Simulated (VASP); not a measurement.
Set up this calculation in VASP 6.6.1, as the native input.

| Quantity | Value |
| --- | --- |
| Task | optical spectrum |
| Functional | PBE |
| Potentials or basis | VASP PAW PBE potentials, release 64 (Cs_sv, Li_sv, Cr_pv, Te, S) |
| Cutoff | 520 eV |
| k mesh | 5 × 5 × 4 |
| Occupations | fermi-dirac, width 0.05 eV |
| Spin | collinear spin, ferromagnetic start |
| Starting moments | [0.0, 0.0, 3.0, 3.0, 0.0, 0.0, 0.0, 0.0, 0.0] μB |
| Further INCAR settings | ALGO = Fast; EDIFF = 1e-07; NBANDS = 57 |

The structure of CsLiCr2Te2S3 lies in POSCAR:

```
CsLiCr2Te2S3
1.0
    6.1079200000     -0.0188600000      0.0058100000
   -2.2882200000      5.9315100000      0.0033300000
   -1.3846200000     -2.1939500000      7.5626000000
Cs Li Cr Te S
1 1 2 2 3
Direct
    0.0634800000      0.1017800000      0.9939400000
    0.5702600000      0.5814300000      0.5740300000
    0.0780100000      0.5013800000      0.5799000000
    0.4316200000      0.0297200000      0.5372200000
    0.5445800000      0.7673200000      0.2819800000
    0.0114300000      0.6593200000      0.2990200000
    0.7780000000      0.3713300000      0.7077300000
    0.3940200000      0.8250800000      0.7487500000
    0.1960500000      0.2300900000      0.4864600000
```

The cell was built by a generator and needn't be a form met in nature.

The input as run:

INCAR

```
PREC     = Accurate       # precision mode
ENCUT    = 520            # plane-wave cutoff, eV
EDIFF    = 1E-7           # SCF threshold, eV
ISMEAR   = -1             # smearing method
SIGMA    = 0.05           # smearing width, eV
LREAL    = False          # projectors in reciprocal space
LASPH    = True           # aspherical terms in the spheres
NELM     = 120            # most SCF steps
ALGO     = Fast           # electronic algorithm
ISIF     = 2              # what is computed and relaxed
LWAVE    = False          # write WAVECAR
LCHARG   = False          # write CHGCAR
ISPIN    = 2              # spin polarisation
MAGMOM   = 0 0 3 3 0 0 0 0 0 # initial moments
LORBIT   = 11             # projections on sites
LMAXMIX  = 4              # l up to which the mixer works
GGA      = PE             # functional
LOPTICS  = True           # frequency-dependent dielectric function
NBANDS   = 57             # bands
NEDOS    = 2000           # points of the DOS
CSHIFT   = 0.1          
KPAR     = 4
```

KPOINTS

```
Automatic mesh
0
Gamma
  5 5 4
```

Potentials or basis: VASP PAW PBE potentials, release 64 (Cs_sv, Li_sv, Cr_pv, Te, S).

Run with:

```console
$ cat potpaw_PBE.64/Cs_sv/POTCAR potpaw_PBE.64/Li_sv/POTCAR potpaw_PBE.64/Cr_pv/POTCAR potpaw_PBE.64/Te/POTCAR potpaw_PBE.64/S/POTCAR > POTCAR
$ mpirun -np 4 vasp_std > vasp.out
```

Results of the run:

The largest force is 0.124 eV/Å. The band gap on the k mesh is none (metal or under the smearing width). The net moment is 5.42 μB per cell, the site moments are Cs +0.00; Li +0.00; Cr +2.52, +2.90; Te -0.06, -0.11; S -0.06, -0.08, -0.11 μB and the valence electrons inside the program's atomic spheres are Cs 6.56; Li 2.07; Cr 10.81, 10.64; Te 3.36; S 3.74, 3.73, 3.75.

Caveat: spectra need much finer meshes, so this one isn't converged; independent-particle spectra lack excitons; the intraband (Drude) part of a metal's response may be missing; only a ferromagnetic start was run, and an antiferromagnetic order may lie lower in energy.

Wall time 9.9 min on 4 MPI ranks on AMD EPYC 9R45 (Zen 5) (shared host), peak memory 2.6 GiB a rank.
